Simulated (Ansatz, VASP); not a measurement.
# Cross-check of Mo2N between VASP and Ansatz

Wanted: the spread between two codes on one cell, functional and k mesh. The cell is taken from a series of runs on this material, whose earlier steps may have relaxed, scaled, displaced or heated it; both programs get it as it stands.

Program: Ansatz 0.2.0. Level of theory: plane waves, with VASP 6.6.1 beside it; single point at LDA. Results are calculated unless marked as measured.

## Step 1: Set-up

The cell holds 3 atoms: 1 N and 2 Mo. Cell: a = 2.950 Å, b = 2.950 Å, c = 20.000 Å, α = 90.0°, β = 90.0°, γ = 120.0°. Vacuum lies along c.

As a file:

```
N Mo
1.0
     2.95000    0.00000    0.00000
    -1.47500    2.55477    0.00000
     0.00000    0.00000   20.00000
N Mo
1 2
Direct
  0.00000 0.00000 0.50000
  0.33333 0.66667 0.56000
  0.66667 0.33333 0.44000
```

## Step 2: VASP: single point, LDA

A single point gives forces, pressure and levels at one fixed geometry, so differences don't come from the geometry; what else differs is listed under the comparison.

Lines of VASP's logs that name or quote its potential files are left out, and so is its time.

INCAR reads:

```
SYSTEM = Mo2N
PREC = Accurate
ENCUT = 520
EDIFF = 1E-06
NELM = 120
ISMEAR = 0
SIGMA = 0.1
LREAL = .FALSE.
ALGO = Normal
GGA = PW92
NBANDS = 22
LASPH = .TRUE.
LORBIT = 11
LWAVE = .FALSE.
LCHARG = .FALSE.
ISIF = 2
LDIPOL = .TRUE.
IDIPOL = 3
DIPOL = 0.5 0.5 0.5
LVHAR = .TRUE.
GGA_COMPAT = .FALSE.
NELMDL = -8
```

POSCAR reads:

```
Mo2N
1.0
    2.9500000000      0.0000000000      0.0000000000
   -1.4750000000      2.5547700000      0.0000000000
    0.0000000000      0.0000000000     20.0000000000
N Mo
1 2
Direct
    0.0000000000      0.0000000000      0.5000000000
    0.3333333333      0.6666666667      0.5600000000
    0.6666666667      0.3333333333      0.4400000000
```

KPOINTS reads:

```
Automatic mesh
0
Gamma
9 9 1
0 0 0
```

The projector-augmented-wave data sets are N and Mo_sv (LDA family, release 64).

Run with:

```console
mpirun -np 1 vasp_std
```

Numbers of over 12 decimals in the logs are rounded to 6 here.

What it wrote:

```text
[banner, memory and clock lines left out]
running    1 mpi-ranks, on    1 nodes
 distrk:  each k-point on    1 cores,    1 groups
 distr:  one band on    1 cores,    1 groups

 POSCAR found type information on POSCAR N Mo
 POSCAR found :  2 types and       3 ions
|                                                                             |
|               ----> ADVICE to this user running VASP <----                  |
|                                                                             |
|     You enforced a specific xc type in the INCAR file but a different       |
|     [... a line on the potential file left out ...]
|     I HOPE YOU KNOW WHAT YOU ARE DOING!                                     |
|                                                                             |

 LDA part: xc-table for (Slater(with rela. corr.)+PW92), standard interpolation
 POSCAR, INCAR and KPOINTS ok, starting setup
 FFT: planning ... GRIDC
 FFT: planning ... GRID_SOFT
 FFT: planning ... GRID
 WAVECAR not read
 entering main loop
       N       E                     dE             d eps       ncg     rms          rms(c)
DAV:   1     0.313133938567E+03    0.31313E+03   -0.19408E+04   680   0.126E+03
DAV:   2    -0.180909632891E+02   -0.33122E+03   -0.32091E+03   626   0.385E+02
DAV:   3    -0.346688721512E+02   -0.16578E+02   -0.16016E+02   684   0.764E+01
DAV:   4    -0.351301991048E+02   -0.46133E+00   -0.45333E+00   648   0.115E+01
DAV:   5    -0.351448182475E+02   -0.14619E-01   -0.14609E-01   698   0.169E+00
DAV:   6    -0.351449980331E+02   -0.17979E-03   -0.17968E-03   648   0.186E-01
DAV:   7    -0.351450055479E+02   -0.75148E-05   -0.75144E-05   720   0.274E-02
DAV:   8    -0.351450057004E+02   -0.15247E-06   -0.15248E-06   456   0.428E-03    0.322E+01
DAV:   9    -0.317186327039E+02    0.34264E+01   -0.26116E+01   594   0.349E+01    0.860E+00
DAV:  10    -0.312481093716E+02    0.47052E+00   -0.38000E+00   582   0.130E+01    0.812E+00
DAV:  11    -0.311095749339E+02    0.13853E+00   -0.60893E-01   622   0.586E+00    0.748E-01
DAV:  12    -0.311073364231E+02    0.22385E-02   -0.30033E-02   570   0.142E+00    0.339E-01
DAV:  13    -0.311069992979E+02    0.33713E-03   -0.22684E-03   632   0.413E-01    0.132E-01
DAV:  14    -0.311070709188E+02   -0.71621E-04   -0.60102E-04   606   0.161E-01    0.377E-02
[...]
DAV:  18    -0.311078773855E+02   -0.83646E-04   -0.88119E-06   508   0.107E-02    0.418E-03
DAV:  19    -0.311079087904E+02   -0.31405E-04   -0.22836E-06   402   0.666E-03    0.176E-03
DAV:  20    -0.311079208920E+02   -0.12102E-04   -0.17228E-06   382   0.419E-03    0.650E-04
DAV:  21    -0.311079230362E+02   -0.21442E-05   -0.65143E-07   354   0.234E-03    0.398E-04
DAV:  22    -0.311079298548E+02   -0.68186E-05   -0.33683E-07   322   0.139E-03    0.335E-04
DAV:  23    -0.311079329001E+02   -0.30453E-05   -0.14872E-07   344   0.862E-04    0.283E-04
DAV:  24    -0.311079341579E+02   -0.12578E-05   -0.57212E-08   324   0.516E-04    0.114E-04
DAV:  25    -0.311079344326E+02   -0.27471E-06   -0.15324E-08   270   0.296E-04
   1 F= -.31107934E+02 E0= -.31102161E+02  d E =-.115465E-01
```

OUTCAR, selected parts (step 2):

```text
ion  position               nearest neighbor table
   1  0.000  0.000  0.500-   2 2.08   3 2.08   3 2.08   2 2.08   3 2.08   2 2.08
   2  0.333  0.667  0.560-   1 2.08   1 2.08   1 2.08   3 2.94   3 2.94   3 2.94
   3  0.667  0.333  0.440-   1 2.08   1 2.08   1 2.08   2 2.94   2 2.94   2 2.94

  LATTYP: Found a hexagonal cell.
 ALAT       =     2.9500000000
 C/A-ratio  =     6.7796610169

 Subroutine GETGRP returns: Found 12 space group operations
 (whereof 12 operations were pure point group operations)

The static configuration has the point symmetry D_3d.

 Found     12 irreducible k-points:

   k-points           NKPTS =     12   k-points in BZ     NKDIM =     12   number of bands    NBANDS=     22

   dimension x,y,z NGX =    24 NGY =   24 NGZ =  150
   dimension x,y,z NGXF=    48 NGYF=   48 NGZF=  300

   ENCUT  =  520.0 eV  38.22 Ry    6.18 a.u.   5.49  5.49 37.19*2*pi/ulx,y,z

   NELECT =      33.0000    total number of electrons

 k-points in reciprocal lattice and weights: Automatic mesh
   0.00000000  0.00000000  0.00000000       0.012
   0.11111111  0.00000000  0.00000000       0.074
   0.22222222  0.00000000  0.00000000       0.074
   0.33333333  0.00000000  0.00000000       0.074
   0.44444444  0.00000000  0.00000000       0.074
   0.11111111  0.11111111  0.00000000       0.074
   0.22222222  0.11111111  0.00000000       0.148
   0.33333333  0.11111111  0.00000000       0.148
   0.44444444  0.11111111  0.00000000       0.074
   0.22222222  0.22222222  0.00000000       0.074
   0.33333333  0.22222222  0.00000000       0.148
   0.33333333  0.33333333  0.00000000       0.025

 dipolmoment           0.000000      0.000000     -0.000000 electrons x Angstroem

 average (electrostatic) potential at core
       1 -71.7680       2 -83.1176       3 -83.1176

 E-fermi :  -0.8593

 k-point     1 :       0.0000    0.0000    0.0000
  band No.  band energies     occupation
    ...
     15      -2.4144      2.00000
     16      -2.0544      2.00000
     17      -1.6268      2.00000
     18      -0.8238      0.61566
     19      -0.8238      0.61559
     20      -0.1306      0.00000
     21      -0.1306      0.00000
     22      -0.0986      0.00000

 k-point     2 :       0.1111    0.0000    0.0000
  band No.  band energies     occupation
    ...
     15      -2.1699      2.00000
     16      -2.1237      2.00000
     17      -1.7266      2.00000
     18      -0.9754      1.89921
     19      -0.8646      1.05957
     20      -0.2065      0.00000
     21       0.2138      0.00000
     22       1.1678      0.00000

 k-point     3 :       0.2222    0.0000    0.0000
  band No.  band energies     occupation
    ...
     13      -4.1656      2.00000
     14      -2.7993      2.00000
     15      -2.6618      2.00000
     16      -1.4111      2.00000
     17      -1.4015      2.00000
     18      -0.6524      0.00343
     19      -0.4202      0.00000
     20       0.0295      0.00000
     21       0.5609      0.00000
     22       2.4523      0.00000

  Total       -4.2639476     -4.2639312     -0.0609518     -0.0000000     -0.0000000     -0.0000000
  in kB      -45.3229977    -45.3228224     -0.6478783     -0.0000000     -0.0000000     -0.0000000
  external PRESSURE =     -30.4312328 kB  Pullay stress =       0.0000000 kB

  energy-cutoff  :      520.00
  volume of cell :      150.73
      direct lattice vectors                 reciprocal lattice vectors
     2.950000000  0.000000000  0.000000000     0.338983051  0.195712334  0.000000000
    -1.475000000  2.554770000  0.000000000     0.000000000  0.391424668  0.000000000
     0.000000000  0.000000000 20.000000000     0.000000000  0.000000000  0.050000000

 POSITION                                       TOTAL-FORCE (eV/Angst)
 -----------------------------------------------------------------------------------
      0.00000      0.00000     10.00000        -0.000000      0.000000      0.000000
     -0.00000      1.70318     11.20000        -0.000000      0.000000     -0.012476
      1.47500      0.85159      8.80000         0.000000     -0.000000      0.012476
 -----------------------------------------------------------------------------------
    total drift:                               -0.000000      0.000000      0.000000

  FREE ENERGIE OF THE ION-ELECTRON SYSTEM (eV)
  ---------------------------------------------------
  free  energy   TOTEN  =       -31.1079344326 eV

  energy  without entropy=      -31.0963879793  energy(sigma->0) =      -31.10216121

 vacuum level on the upper side and lower side of the slab         4.430         4.430

 total charge
# of ion       s       p       d       tot
------------------------------------------
    1        1.244   2.465   0.000   3.709
    2        2.287   6.186   3.960  12.433
    3        2.287   6.186   3.960  12.433
--------------------------------------------------
tot          5.817  14.838   7.920  28.575

[... 3 further parts left out ...]
```

This run has no spin polarisation, so a moment on Mo, if there is one, isn't seen. Its electron count is odd, so without a moment it is a metal by construction.

## Step 3: Ansatz: single point, LDA

Ansatz runs on its default PAW (the set named soft_2) files.

The same cell, functional (in two slightly different forms), mesh and smearing now go to Ansatz, which takes its cutoff from its data sets.

input.yaml reads:

```yaml
crystal:
  lattice:
    - [2.95, 0.0, 0.0]
    - [-1.475, 2.55477, 0.0]
    - [0.0, 0.0, 20.0]
  atoms:
    - { symbol: "N", position: [0.0, 0.0, 0.5] }
    - { symbol: Mo, position: [0.333333, 0.666667, 0.56] }
    - { symbol: Mo, position: [0.666667, 0.333333, 0.44] }
  periodic: [true, true, false]
kpoints:
  mp_grid: { grid: [9, 9, 1] }
hamiltonian:
  xc: lda
scf:
  occupations: { method: gaussian, width: 0.1 }
output:
  forces: true
  stress: true
  eigenvalues: true
```

Run with:

```console
ansatz run input.yaml --threads 8 --pin off --max-ram 14336MiB --backend cpu --events-out ev --progress --plain --runs-dir out
```

What it wrote:

```text
Warning: crystal.periodic: the lattice vector that does not repeat stood 0.000° off the slab's normal, 20.000 Å along it as the deck builds it. The run solves the slab on a vector along the normal, 28.600 Å long, with every atom where it was (on the deck's vector they left 17.60 Å outside them, and the widest stretch free of ions among them is 1.20 Å). A fractional position that the run reports is one of the run's ce [...]
Warning: the atoms were moved onto the symmetric positions of the space group found under crystal.symmetry.tolerance 1.0e-5 (fractional; no operation is sought that the atoms, as they stand in a round, miss by more than twice it, and no atom is moved by as much as it), and the run uses the moved positions. Before a round's move an operation carried an atom to 2.95e-6 Å from where it should land, the largest such dist [...]
crystal.periodic: the lattice vector that does not repeat stood 0.000° off the slab's normal, 20.000 Å along it as the deck builds it. The run solves the slab on a vector along the normal, 28.600 Å long, with every atom where it was (on the deck's vector they left 17.60 Å outside them, and the widest stretch free of ions among them is 1.20 Å). A fractional position that the run reports is one of the run's cell, which [...]
Engine: ansatz 0.2.0, aarch64-unknown-linux-gnu
Pseudopotentials: kind: paw
Pseudopotential: N, paw, valence charge 5, recommended cutoff 420 eV (normal), N.paw.azcp
Pseudopotential: Mo, paw, valence charge 14, recommended cutoff 420 eV (normal), Mo.paw.azcp
Functional definition: SPW92
  exchange = slater_x
  correlation = pw_c
Crystal: 3 atoms, lattice volume = 215.546 Å³
Basis set: ecut = 420 eV, 4139 PW (Γ)
Bands: 21, of which v1, the nominal top of the filled ones, is band 17 counted from 1 (16 counted from 0)
Symmetry: 12 space group operations
Space group: P-3m1 (ITA 164), of the structure as read, at distance tolerance 6.0e-5 Å
k-points: 12 of 81
Non-local potential: N, projectors of the file, l = 0: 2, l = 1: 2, l = 2: 1
Non-local potential: Mo, projectors of the file, l = 0: 3, l = 1: 2, l = 2: 2, l = 3: 1
PAW form: soft (Blöchl's): semilocal exchange-correlation on the pseudo side does not see the compensation charge
PAW frozen core: N, regenerated for the run's functional, and the local potential with it (the file was generated under x = pbe(κ = 0.804, μ = 0.219515), c = pbe(β = 0.066725))
PAW frozen core: Mo, regenerated for the run's functional, and the local potential with it (the file was generated under x = pbe(κ = 0.804, μ = 0.219515), c = pbe(β = 0.066725))
PAW one-centre angular grid: N, 110 points (default); XC on 64 Gauss nodes
PAW one-centre angular grid: Mo, 590 points (default); XC on 64 Gauss nodes
Initial density: superposition of atomic densities (neutral atoms: chi_scale 0, normalization atom), corrected by the library's trained network
Initial wavefunctions: pseudopotential atomic-orbital guess
Functional: x = slater, c = lda
SCF iter   1: F=—  HF=-10057.299081 eV  |F-HF|=—  |Δ(HF+E_count)|=         —  Δρ=6.46e-3  dr2=7.86e-2  ethr=1.77e-3  ⟨swp⟩=12.3  Hψ=2018  notcnv=0
preconditioner: auto → LDOS  [metal: Δε(μ)=0.029 eV  Ē_g=6.683 eV  σ=0.100 eV  W_gap=0.16  n_scr=18 (ndim 8)  ℏωp=10.4 eV  f_vac=0.757  D(μ)=1.84/eV (n_scr^D=10)  β→1.0]
SCF iter   2: F=—  HF=-10057.302835 eV  |F-HF|=—  |Δ(HF+E_count)|=   3.75e-3  Δρ=6.16e-3  dr2=8.00e-2  ethr=2.38e-4  ⟨swp⟩=3.9  Hψ=739  notcnv=0  defer=4
SCF iter   3: F=—  HF=-10057.286240 eV  |F-HF|=—  |Δ(HF+E_count)|=   1.66e-2  Δρ=7.28e-4  dr2=1.14e-3  ethr=2.38e-4  ⟨swp⟩=2.4  Hψ=421  notcnv=0  defer=4
SCF iter   4: F=—  HF=-10057.285907 eV  |F-HF|=—  |Δ(HF+E_count)|=   3.33e-4  Δρ=3.40e-4  dr2=3.06e-4  ethr=3.45e-6  ⟨swp⟩=4.2  Hψ=639  notcnv=0  defer=4
SCF iter   5: F=—  HF=-10057.285865 eV  |F-HF|=—  |Δ(HF+E_count)|=   4.25e-5  Δρ=1.11e-4  dr2=2.76e-5  ethr=9.27e-7  ⟨swp⟩=3.3  Hψ=487  notcnv=0  defer=4
SCF iter   6: F=—  HF=-10057.286014 eV  |F-HF|=—  |Δ(HF+E_count)|=   1.49e-4  Δρ=2.05e-5  dr2=1.26e-6  ethr=8.36e-8  ⟨swp⟩=3.7  Hψ=564  notcnv=0  defer=3
SCF iter   7: F=—  HF=-10057.286014 eV  |F-HF|=—  |Δ(HF+E_count)|=   1.39e-7  Δρ=7.61e-6  dr2=5.71e-7  ethr=3.82e-9  ⟨swp⟩=3.4  Hψ=562  notcnv=0  defer=3
SCF iter   8: F=-10057.286014 eV  HF=-10057.286014 eV  |F-HF|=2.35e-9  |Δ(HF+E_count)|=   6.89e-8  Δρ=2.76e-6  dr2=2.17e-8  ethr=3.03e-10  ⟨swp⟩=11.7  Hψ=1834  notcnv=0
SCF 1 converged in 8 iterations: F = -10057.286014 eV  dr2 = 2.17e-8
  greatest PAW one-centre occupation: 0.999 electrons in one spin orbital (limit 2), on the Mo atom at site 2 (counted from 0), in its partial waves of l = 0
SCF converged after 8 iterations
Free energy (F): -10057.286014 eV
Harris-Foulkes:  -10057.286014 eV  (|F-HF|=2.35e-9)
Internal energy: -10057.274209 eV  (E = F + TS)
E sigma→0 (E₀):  -10057.280112 eV
Entropy (-TS):   -0.011804 eV (-3.935 meV/atom)
Fermi energy:    -5.296704 eV
--- Per-component energies (eV) ---
  E_band       = -939.161787
  E_kinetic    = 1011.911627
  E_local      = -77303.109844  (includes V_loc(G=0)·N_el)
  E_nonlocal   = 343.733623
  E_hartree    = 37926.199636
  E_xc         = -421.258901
  E_vxc        = -529.344709  (∫ρ·V_xc dr)
  E_paw        = -6296.938798  (= ΣΔE_a)
  E_vpaw       = -314.776960  (= ΣTr[D̂ρ^β])
  E_aug_tail   = 0.000211  (compensation charges beyond the density's cutoff)
  E_ewald      = 34681.162560
  E_core_change = 1.025676  (= ΣΔE_core)
  E_smearing   = -0.011804  (= −TS)
  E_closure    = -0.000000  (closes the sum)
  Σ components = -10057.286014   (vs F -10057.286014, Δ=0.00e0)
--- Forces (eV/Å), atoms counted from 1 ---
  atom   1  N      0.00000000     0.00000000     0.00000000
  atom   2  Mo    -0.00000000     0.00000000    -0.08166183
  atom   3  Mo     0.00000000    -0.00000000     0.08166183
  max |Σ_I F_I| component: 1.85e-17 eV/Å
--- 2D stress c σ (N/m, compression-positive) ---
       -9.571473      -0.000000       0.000000
       -0.000000      -9.571473      -0.000000
        0.000000       0.000000       0.000000
  P = ½ c Tr σ = -9.5715 N/m
--- Band table (eV; the first three rows and the last of 12) ---
  k-point 0: bands = [... 13 lower, -6.8448, -6.8448, -6.4999, -6.0716, -5.2561, -5.2561, -4.5701, -4.5701]
  k-point 1: bands = [... 13 lower, -7.4065, -6.6105, -6.5543, -6.1714, -5.4087, -5.3023, -4.6459, -4.2249]
  k-point 2: bands = [... 13 lower, -7.2390, -7.0994, -5.8425, -5.8393, -5.0868, -4.8635, -4.4122, -3.8773]
  k-point 11: bands = [... 13 lower, -7.2390, -7.2390, -6.1069, -4.5592, -4.5592, -3.5462, -3.5461, -1.8455]
```

## Step 4: Differences

Known differences besides the potentials themselves: Ansatz cuts the interaction across the vacuum, VASP repeats the sheet with a dipole correction; the cutoff is 420 eV in Ansatz and 520 eV in VASP; VASP's log shows a relativistic correction to its local exchange, Ansatz's none. Total energies have different zeros and are not compared.

At this near-relaxed geometry the largest component of a force difference is 69 meV/Å. With vacuum in the cell, a pressure given here is an average over mostly empty space and none of the material.

## Step 5: Results

| Property | Result |
| --- | --- |
| r.m.s. force difference (single point, LDA) | 33 meV/Å |

The r.m.s. force difference is 33 meV/Å (single point, LDA), beyond the 12 meV/Å picked in this series as the mark of a large difference. What causes the difference of the single point, LDA pair stays open here. How closely two codes agree says nothing of how well the functional describes the real material.

[Lines on the potential files, build, host, timing and source positions are cut from VASP's logs without a mark.]

[Logs are printed without paths, hosts, clocks, repeated set-up lines and the standing remarks that a program may print on its own settings, such as how far it seeks lower states.]

[Hosts, paths, dates, database ids (printed as entryN), source tags and the programs' standing remarks are cut or masked in the printed files.]
